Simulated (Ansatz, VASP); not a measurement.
# Be3N2: VASP beside Ansatz, part 2 of 2

Wanted: the spread between two codes on one cell, functional and k mesh. The cell is taken from a series of runs on this material, whose earlier steps may have relaxed, scaled, displaced or heated it; both programs get it as it stands.

VASP 6.6.1 and Ansatz 0.2.0.

So far: The structure; Ansatz: dielectric response, PBEsol.

**3. VASP: dielectric response, PBEsol**

Level of this step: PBEsol; plane waves and PAW (Be, N) (VASP).

The same cell, functional and mesh now go to VASP, with its own data sets.

Lines of VASP's logs that name or quote its potential files are left out, and so is its time.

INCAR

```
SYSTEM = Be3N2
PREC = Accurate
ENCUT = 520
EDIFF = 1E-08
NELM = 120
ISMEAR = 0
SIGMA = 0.01
LREAL = .FALSE.
ALGO = Normal
GGA = PS
NBANDS = 26
LORBIT = 11
LWAVE = .FALSE.
LCHARG = .FALSE.
ISIF = 2
LEPSILON = .TRUE.
LASPH = .TRUE.
GGA_COMPAT = .FALSE.
KPAR = 2
```

POSCAR

```
Be3N2
1.0
    2.8416792263      0.0000000000      0.0000000000
   -1.4208396132      2.4609663994      0.0000000000
    0.0000000000      0.0000000000      9.7468410100
Be N
6 4
Direct
    0.3333333333      0.6666666667      0.0784859700
    0.6666666667      0.3333333333      0.5784859700
    0.6666666667      0.3333333333      0.9215140300
    0.3333333333      0.6666666667      0.4215140300
    0.0000000000      0.0000000000      0.2500000000
    0.0000000000      0.0000000000      0.7500000000
    0.0000000000      0.0000000000      0.0000000000
    0.0000000000      0.0000000000      0.5000000000
    0.3333333333      0.6666666667      0.2500000000
    0.6666666667      0.3333333333      0.7500000000
```

KPOINTS

```
Automatic mesh
0
Gamma
9 9 2
0 0 0
```

The projector-augmented-wave data sets are Be and N (PBE family, release 64).

Launch:

```bash
$ mpirun -np 2 vasp_std
```

Numbers of over 12 decimals in the logs are rounded to 6 here.

Output:

```text
[banner, memory and clock lines left out]
running    2 mpi-ranks, on    1 nodes
 distrk:  each k-point on    1 cores,    2 groups
 distr:  one band on    1 cores,    1 groups

 POSCAR found type information on POSCAR BeN
 POSCAR found :  2 types and      10 ions
|                                                                             |
|               ----> ADVICE to this user running VASP <----                  |
|                                                                             |
|     You enforced a specific xc type in the INCAR file but a different       |
|     [... a line on the potential file left out ...]
|     I HOPE YOU KNOW WHAT YOU ARE DOING!                                     |
|                                                                             |

 LDA part: xc-table for (Slater+PW92), standard interpolation
 POSCAR, INCAR and KPOINTS ok, starting setup
 FFT: planning ... GRIDC
 FFT: planning ... GRID_SOFT
 FFT: planning ... GRID
 WAVECAR not read
 entering main loop
       N       E                     dE             d eps       ncg     rms          rms(c)
DAV:   1     0.970998611013E+02    0.97100E+02   -0.15216E+04  1248   0.115E+03
DAV:   2    -0.667803969646E+02   -0.16388E+03   -0.15183E+03  1674   0.259E+02
DAV:   3    -0.753993827801E+02   -0.86190E+01   -0.85536E+01  1728   0.581E+01
DAV:   4    -0.755164571073E+02   -0.11707E+00   -0.11691E+00  1614   0.789E+00
DAV:   5    -0.755185331611E+02   -0.20761E-02   -0.20745E-02  1688   0.858E-01    0.134E+01
DAV:   6    -0.697890657463E+02    0.57295E+01   -0.17273E+01  1550   0.225E+01    0.499E+00
DAV:   7    -0.696795266852E+02    0.10954E+00   -0.11518E+00  1666   0.634E+00    0.371E+00
DAV:   8    -0.696165194272E+02    0.63007E-01   -0.19575E-01  1604   0.288E+00    0.678E-01
DAV:   9    -0.696057791051E+02    0.10740E-01   -0.29226E-02  1624   0.120E+00    0.330E-01
DAV:  10    -0.696058766178E+02   -0.97513E-04   -0.60102E-03  1634   0.479E-01    0.145E-01
DAV:  11    -0.696059855746E+02   -0.10896E-03   -0.21628E-04  1686   0.134E-01    0.365E-02
DAV:  12    -0.696059638894E+02    0.21685E-04   -0.95629E-05  1704   0.848E-02    0.994E-03
DAV:  13    -0.696059664800E+02   -0.25906E-05   -0.35112E-05  1638   0.357E-02    0.564E-03
DAV:  14    -0.696059665644E+02   -0.84381E-07   -0.11924E-06  1516   0.874E-03    0.403E-03
DAV:  15    -0.696059665697E+02   -0.52901E-08   -0.18394E-07  1662   0.250E-03    0.228E-03
DAV:  16    -0.696059665018E+02    0.67858E-07   -0.21394E-07  1564   0.274E-03    0.354E-04
DAV:  17    -0.696059664821E+02    0.19770E-07   -0.19158E-08  1024   0.967E-04    0.161E-04
DAV:  18    -0.696059664757E+02    0.63760E-08   -0.82484E-10   828   0.227E-04
   1 F= -.69605966E+02 E0= -.69605966E+02  d E =-.331465E-11
 Linear response reoptimize wavefunctions to high precision
DAV:   1    -0.696059664706E+02    0.50995E-08   -0.11872E-09   840   0.195E-04
DAV:   2    -0.696059664706E+02    0.61391E-11   -0.19430E-10   794   0.131E-04
 Linear response G [H, r] |phi>, progress :
  Direction:   1
       N       E                     dE             d eps       ncg     rms
RMM:   1    -0.123207413579E+03   -0.12321E+03    0.17927E+02  2956   0.788E+01
RMM:   2    -0.110017228372E+03    0.13190E+02   -0.66127E+00  2159   0.170E+01
RMM:   3    -0.110098788152E+03   -0.81560E-01   -0.68538E-02  2358   0.171E+00
RMM:   4    -0.110102719935E+03   -0.39318E-02   -0.23253E-03  2448   0.307E-01
RMM:   5    -0.110102797518E+03   -0.77583E-04   -0.88558E-05  2459   0.511E-02
RMM:   6    -0.110102803551E+03   -0.60329E-05   -0.29163E-05  2499   0.156E-02
RMM:   7    -0.110102803722E+03   -0.17121E-06   -0.26131E-05  2496   0.905E-03
RMM:   8    -0.110102803770E+03   -0.47808E-07   -0.75045E-06  2472   0.815E-03
RMM:   9    -0.110102803762E+03    0.82114E-08    0.25672E-04  2351   0.801E-03
RMM:  10    -0.110102803927E+03   -0.16530E-06    0.26456E-04  2284   0.799E-03
RMM:  11    -0.110102804034E+03   -0.10653E-06    0.27281E-04  2282   0.797E-03
 Linear response G [H, r] |phi>, progress :
  Direction:   2
       N       E                     dE             d eps       ncg     rms
RMM:   1    -0.133408278568E+03   -0.13341E+03    0.48064E+01  2805   0.774E+01
RMM:   2    -0.125866609804E+03    0.75417E+01   -0.56715E+00  2139   0.159E+01
RMM:   3    -0.125945407273E+03   -0.78797E-01   -0.65390E-02  2324   0.162E+00
RMM:   4    -0.125948517488E+03   -0.31102E-02   -0.24374E-03  2430   0.293E-01
RMM:   5    -0.125948584963E+03   -0.67476E-04   -0.15704E-04  2449   0.479E-02
RMM:   6    -0.125948588958E+03   -0.39948E-05   -0.89739E-05  2505   0.141E-02
RMM:   7    -0.125948589241E+03   -0.28330E-06   -0.96971E-05  2488   0.821E-03
RMM:   8    -0.125948589023E+03    0.21859E-06    0.11021E-05  2452   0.743E-03
RMM:   9    -0.125948589166E+03   -0.14308E-06   -0.19917E-05  2325   0.731E-03
RMM:  10    -0.125948589237E+03   -0.70846E-07   -0.10555E-05  2287   0.730E-03
RMM:  11    -0.125948588492E+03    0.74504E-06   -0.32144E-07  2272   0.728E-03
 Linear response G [H, r] |phi>, progress :
  Direction:   3
       N       E                     dE             d eps       ncg     rms
RMM:   1    -0.142927529582E+03   -0.14293E+03    0.52437E+01  2971   0.799E+01
RMM:   2    -0.117971536961E+03    0.24956E+02   -0.81003E+00  2115   0.183E+01
[...]
RMM:   9    -0.611064381719E+00   -0.11532E-11   -0.15043E-07  1833   0.451E-04
RMM:  10    -0.611064381727E+00   -0.80783E-11   -0.15085E-07  1806   0.451E-04
RMM:  11    -0.611064383030E+00   -0.13021E-08   -0.15724E-07  1800   0.451E-04
 change of polarisation eV/A/(eV/A) component  1 :     1.222    -0.352    -0.000
 dielectric tensor                  component  1 :     4.244    -0.934    -0.000
 Linear response to external field (no local field effect), progress :
  Direction:   2
       N       E                     dE             d eps       ncg     rms          rms(c)
RMM:   1    -0.767722861972E+00   -0.76772E+00   -0.24441E+00  2453   0.342E+00
RMM:   2    -0.783193620275E+00   -0.15471E-01   -0.11257E-02  2119   0.521E-01
RMM:   3    -0.783416185773E+00   -0.22257E-03   -0.34324E-04  2261   0.687E-02
RMM:   4    -0.783425726138E+00   -0.95404E-05   -0.14514E-05  2370   0.126E-02
RMM:   5    -0.783426132780E+00   -0.40664E-06   -0.81482E-07  2285   0.266E-03
RMM:   6    -0.783426156236E+00   -0.23456E-07   -0.15845E-07  2073   0.804E-04
RMM:   7    -0.783426157681E+00   -0.14450E-08   -0.12454E-07  1963   0.481E-04
RMM:   8    -0.783426157868E+00   -0.18667E-09   -0.12360E-07  1884   0.424E-04
RMM:   9    -0.783426157894E+00   -0.25712E-10   -0.12367E-07  1827   0.416E-04
RMM:  10    -0.783426157916E+00   -0.22482E-10   -0.12410E-07  1806   0.415E-04
RMM:  11    -0.783426158679E+00   -0.76326E-09   -0.12820E-07  1775   0.415E-04
 change of polarisation eV/A/(eV/A) component  2 :    -0.352     1.567    -0.000
 dielectric tensor                  component  2 :    -0.934     5.160    -0.000
 Linear response to external field (no local field effect), progress :
  Direction:   3
       N       E                     dE             d eps       ncg     rms          rms(c)
RMM:   1    -0.875805493059E+00   -0.87581E+00   -0.34450E+00  2446   0.338E+00
RMM:   2    -0.900027732137E+00   -0.24222E-01   -0.12677E-02  2112   0.540E-01
RMM:   3    -0.900251192667E+00   -0.22346E-03   -0.36423E-04  2240   0.685E-02
RMM:   4    -0.900260721593E+00   -0.95289E-05   -0.17228E-05  2309   0.128E-02
RMM:   5    -0.900261156658E+00   -0.43507E-06   -0.73969E-07  2239   0.255E-03
RMM:   6    -0.900261178643E+00   -0.21985E-07   -0.13509E-07  2048   0.769E-04
RMM:   7    -0.900261179775E+00   -0.11315E-08   -0.89597E-08  1884   0.437E-04
 change of polarisation eV/A/(eV/A) component  3 :    -0.000     0.000     1.801
 dielectric tensor                  component  3 :    -0.000     0.000     5.780
 Linear response to external field, progress :
  Direction:   1
       N       E                     dE             d eps       ncg     rms          rms(c)
RMM:   1    -0.682127980150E+00   -0.68213E+00   -0.21194E+00  5101   0.329E+00
RMM:   2    -0.697038781724E+00   -0.14911E-01   -0.10138E-02  4486   0.503E-01    0.124E+00
RMM:   3    -0.684537361493E+00    0.12501E-01   -0.12701E-02  4697   0.532E-01    0.745E-01
RMM:   4    -0.716325041370E+00   -0.31788E-01   -0.17393E-02  4711   0.640E-01    0.104E-01
RMM:   5    -0.720055418133E+00   -0.37304E-02   -0.33363E-04  4706   0.100E-01    0.120E-02
RMM:   6    -0.720168682212E+00   -0.11326E-03   -0.92062E-06  5000   0.162E-02    0.481E-03
RMM:   7    -0.720314870732E+00   -0.14619E-03   -0.93240E-07  4945   0.459E-03    0.747E-04
RMM:   8    -0.720362177770E+00   -0.47307E-04   -0.31139E-07  4976   0.113E-03    0.325E-04
RMM:   9    -0.720351301532E+00    0.10876E-04   -0.25471E-07  4935   0.599E-04    0.512E-05
RMM:  10    -0.720351678231E+00   -0.37670E-06   -0.32539E-07  4336   0.412E-04    0.214E-05
RMM:  11    -0.720351715014E+00   -0.36783E-07   -0.38209E-07  3801   0.397E-04    0.280E-06
 change of polarisation eV/A/(eV/A) component  1 :     1.336    -0.172    -0.000
 dielectric tensor                  component  1 :     4.548    -0.458    -0.000
 Linear response to external field, progress :
  Direction:   2
       N       E                     dE             d eps       ncg     rms          rms(c)
RMM:   1    -0.682351454039E+00   -0.68235E+00   -0.21217E+00  5157   0.327E+00
RMM:   2    -0.697040491820E+00   -0.14689E-01   -0.10126E-02  4454   0.500E-01    0.124E+00
RMM:   3    -0.684536095100E+00    0.12504E-01   -0.12577E-02  4682   0.531E-01    0.746E-01
RMM:   4    -0.716342670267E+00   -0.31807E-01   -0.17420E-02  4744   0.640E-01    0.104E-01
RMM:   5    -0.720028824710E+00   -0.36862E-02   -0.33845E-04  4730   0.101E-01    0.120E-02
RMM:   6    -0.720171580656E+00   -0.14276E-03   -0.92329E-06  4997   0.160E-02    0.488E-03
RMM:   7    -0.720311125910E+00   -0.13955E-03   -0.88873E-07  4961   0.442E-03    0.694E-04
RMM:   8    -0.720357275862E+00   -0.46150E-04   -0.18463E-07  5016   0.108E-03    0.243E-04
RMM:   9    -0.720349356542E+00    0.79193E-05   -0.16364E-07  4951   0.568E-04    0.796E-05
RMM:  10    -0.720352027764E+00   -0.26712E-05   -0.13455E-07  4480   0.410E-04    0.203E-05
RMM:  11    -0.720351581357E+00    0.44641E-06   -0.46706E-07  3892   0.391E-04    0.468E-06
 change of polarisation eV/A/(eV/A) component  2 :    -0.172     1.336    -0.000
 dielectric tensor                  component  2 :    -0.457     4.548    -0.000
 Linear response to external field, progress :
  Direction:   3
       N       E                     dE             d eps       ncg     rms          rms(c)
RMM:   1    -0.875805493059E+00   -0.87581E+00   -0.34450E+00  2446   0.338E+00
RMM:   2    -0.900027720469E+00   -0.24222E-01   -0.12676E-02  2112   0.539E-01    0.135E+00
RMM:   3    -0.884081812840E+00    0.15946E-01   -0.15686E-02  2193   0.584E-01    0.804E-01
RMM:   4    -0.919613721823E+00   -0.35532E-01   -0.20592E-02  2233   0.693E-01    0.111E-01
RMM:   5    -0.924112586669E+00   -0.44989E-02   -0.41081E-04  2266   0.105E-01    0.187E-02
RMM:   6    -0.924499888630E+00   -0.38730E-03   -0.12682E-05  2322   0.195E-02    0.586E-03
RMM:   7    -0.924665934631E+00   -0.16605E-03   -0.13411E-06  2341   0.536E-03    0.163E-03
RMM:   8    -0.924751279456E+00   -0.85345E-04   -0.19417E-07  2380   0.180E-03    0.236E-04
RMM:   9    -0.924750819515E+00    0.45994E-06   -0.78874E-08  2369   0.527E-04    0.818E-05
RMM:  10    -0.924751603116E+00   -0.78360E-06   -0.73761E-08  2170   0.384E-04    0.220E-05
RMM:  11    -0.924751716287E+00   -0.11317E-06   -0.92124E-08  1776   0.350E-04    0.722E-06
 change of polarisation eV/A/(eV/A) component  3 :    -0.000     0.000     1.729
 dielectric tensor                  component  3 :    -0.000     0.000     5.590
 Born effective charges drift removed
```

OUTCAR, selected parts (step 3):

```text
ion  position               nearest neighbor table
   1  0.333  0.667  0.078-   9 1.67   7 1.81   7 1.81   7 1.81   3 2.24   3 2.24   3 2.24   5 2.34
                             5 2.34   5 2.34
   2  0.667  0.333  0.578-  10 1.67   8 1.81   8 1.81   8 1.81   4 2.24   4 2.24   4 2.24   6 2.34
                             6 2.34   6 2.34
   3  0.667  0.333  0.922-  10 1.67   7 1.81   7 1.81   7 1.81   1 2.24   1 2.24   1 2.24   6 2.34
                             6 2.34   6 2.34
   4  0.333  0.667  0.422-   9 1.67   8 1.81   8 1.81   8 1.81   2 2.24   2 2.24   2 2.24   5 2.34
                             5 2.34   5 2.34
   5  0.000  0.000  0.250-   9 1.64   9 1.64   9 1.64   1 2.34   4 2.34   4 2.34   1 2.34   4 2.34
                             1 2.34
   6  0.000  0.000  0.750-  10 1.64  10 1.64  10 1.64   2 2.34   3 2.34   3 2.34   2 2.34   3 2.34
                             2 2.34
   7  0.000  0.000  0.000-   1 1.81   3 1.81   3 1.81   1 1.81   3 1.81   1 1.81
   8  0.000  0.000  0.500-   2 1.81   4 1.81   2 1.81   4 1.81   2 1.81   4 1.81
   9  0.333  0.667  0.250-   5 1.64   5 1.64   5 1.64   1 1.67   4 1.67
  10  0.667  0.333  0.750-   6 1.64   6 1.64   6 1.64   2 1.67   3 1.67

  LATTYP: Found a hexagonal cell.
 ALAT       =     2.8416792263
 C/A-ratio  =     3.4299582162

 Subroutine GETGRP returns: Found 24 space group operations
 (whereof 12 operations were pure point group operations)

The static configuration has the point symmetry D_3d.
 The point group associated with its full space group is D_6h.

 Found     24 irreducible k-points:

   k-points           NKPTS =     24   k-points in BZ     NKDIM =     24   number of bands    NBANDS=     26

   dimension x,y,z NGX =    24 NGY =   24 NGZ =   72
   dimension x,y,z NGXF=    48 NGYF=   48 NGZF=  144

   ENCUT  =  520.0 eV  38.22 Ry    6.18 a.u.   5.28  5.28 18.12*2*pi/ulx,y,z

   NELECT =      32.0000    total number of electrons

 k-points in reciprocal lattice and weights: Automatic mesh
   0.00000000  0.00000000  0.00000000       0.006
   0.11111111 -0.00000000  0.00000000       0.037
   0.22222222 -0.00000000  0.00000000       0.037
   0.33333333 -0.00000000  0.00000000       0.037
   0.44444444 -0.00000000  0.00000000       0.037
   0.11111111  0.11111111  0.00000000       0.037
   0.22222222  0.11111111  0.00000000       0.074
   0.33333333  0.11111111  0.00000000       0.074
   0.44444444  0.11111111  0.00000000       0.037
[...]
0.33333333  0.22222222  0.50000000       0.074
   0.33333333  0.33333333  0.50000000       0.012

 average (electrostatic) potential at core
       1 -32.6353       2 -32.6353       3 -32.6353       4 -32.6353       5 -31.6224
       6 -31.6224       7 -61.3925       8 -61.3925       9 -60.4176      10 -60.4176

  Total       -0.2612125     -0.2612125     -0.5443202      0.0000000      0.0000000      0.0000000
  in kB       -6.1398800     -6.1398800    -12.7944153      0.0000000      0.0000000      0.0000000
  external PRESSURE =      -8.3580584 kB  Pullay stress =       0.0000000 kB

  energy-cutoff  :      520.00
  volume of cell :       68.16
      direct lattice vectors                 reciprocal lattice vectors
     2.841679226  0.000000000  0.000000000     0.351904603  0.203172217  0.000000000
    -1.420839613  2.460966399  0.000000000     0.000000000  0.406344435  0.000000000
     0.000000000  0.000000000  9.746841010     0.000000000  0.000000000  0.102597344

 POSITION                                       TOTAL-FORCE (eV/Angst)
 -----------------------------------------------------------------------------------
     -0.00000      1.64064      0.76499         0.000000      0.000000     -0.053042
      1.42084      0.82032      5.63841         0.000000     -0.000000     -0.053042
      1.42084      0.82032      8.98185         0.000000      0.000000      0.053042
     -0.00000      1.64064      4.10843         0.000000      0.000000      0.053042
      0.00000      0.00000      2.43671        -0.000000      0.000000      0.000000
      0.00000      0.00000      7.31013         0.000000     -0.000000      0.000000
      0.00000      0.00000      0.00000         0.000000     -0.000000      0.000000
      0.00000      0.00000      4.87342         0.000000     -0.000000      0.000000
     -0.00000      1.64064      2.43671        -0.000000      0.000000     -0.000000
      1.42084      0.82032      7.31013         0.000000     -0.000000     -0.000000
 -----------------------------------------------------------------------------------
    total drift:                               -0.000000      0.000000      0.000000

 MACROSCOPIC STATIC DIELECTRIC TENSOR (including local field effects in DFT)
 ------------------------------------------------------
           4.547633    -0.000000     0.000000
          -0.000000     4.547633    -0.000000
           0.000000     0.000000     5.589939
 ------------------------------------------------------

 PIEZOELECTRIC TENSOR (including local field effects)  for field in x, y, z        (C/m^2)
          XX          YY          ZZ          XY          YZ          ZX
  --------------------------------------------------------------------------------
  x     0.00000     0.00000     0.00000     0.00000     0.00000     0.00000
  y     0.00000     0.00000     0.00000     0.00000     0.00000     0.00000
  z     0.00000     0.00000     0.00000     0.00000     0.00000     0.00000

 BORN EFFECTIVE CHARGES (including local field effects) (in |e|, cummulative output)
 ---------------------------------------------------------------------------------
 ion    1
    1     1.68795    -0.00000     0.00000
    2    -0.00000     1.68795     0.00000
    3    -0.00000    -0.00000     1.84917
 ion    2
    1     1.68795    -0.00000    -0.00000
    2    -0.00000     1.68795     0.00000
    3    -0.00000     0.00000     1.84917
 ion    3
    1     1.68795    -0.00000     0.00000
    2    -0.00000     1.68795     0.00000
    3     0.00000    -0.00000     1.84917
 ion    4
    1     1.68795    -0.00000    -0.00000
    2    -0.00000     1.68795     0.00000
    3    -0.00000     0.00000     1.84917
 ion    5
    1     1.64509    -0.00000     0.00000
    2    -0.00000     1.64509     0.00000
    3     0.00000     0.00000     2.06077
 ion    6
    1     1.64509    -0.00000     0.00000
    2    -0.00000     1.64509     0.00000
    3     0.00000     0.00000     2.06077
 ion    7
    1    -2.87098     0.00000     0.00000
    2     0.00000    -2.87098    -0.00000
    3     0.00000     0.00000    -2.61631
 ion    8
    1    -2.87098     0.00000     0.00000
    2     0.00000    -2.87098     0.00000
    3     0.00000    -0.00000    -2.61631
 ion    9
    1    -2.15001     0.00000     0.00000
    2     0.00000    -2.15001     0.00000
    3    -0.00000     0.00000    -3.14280
 ion   10
    1    -2.15001     0.00000     0.00000
    2     0.00000    -2.15001     0.00000
    3    -0.00000    -0.00000    -3.14280
```

**4. Comparison**

Known differences besides the potentials themselves: fixed occupations in Ansatz, narrow Gaussian smearing in VASP; VASP's response is taken on the typed mesh, Ansatz refines its own for the field response alone; the cutoff is 420 eV in Ansatz and 520 eV in VASP; Ansatz makes its cores anew for this functional, VASP keeps those of its PBE data sets. Total energies have different zeros and are not compared.

Both answers:

```csv
quantity,Ansatz,VASP,difference
ε∞ xx,4.54,4.55,-0.08 %
ε∞ yy,4.54,4.55,-0.08 %
ε∞ zz,5.49,5.59,-1.86 %
```

**5. Results**

| Item | Value |
| --- | --- |
| difference in ε∞ zz (dielectric response, PBEsol) | -1.9 % |

In words: The difference in ε∞ zz is -1.9 % (dielectric response, PBEsol), within the 5 % picked in this series as the mark of a large difference. Such differences can come from data sets, numerical settings and the points named under the comparisons, not from the functional's error against experiment.

[Lines on the potential files, build, host, timing and source positions are cut from VASP's logs without a mark.]

[Logs are printed without paths, hosts, clocks, repeated set-up lines and the standing remarks that a program may print on its own settings, such as how far it seeks lower states.]

[Hosts, paths, dates, database ids (printed as entryN), source tags and the programs' standing remarks are cut or masked in the printed files.]
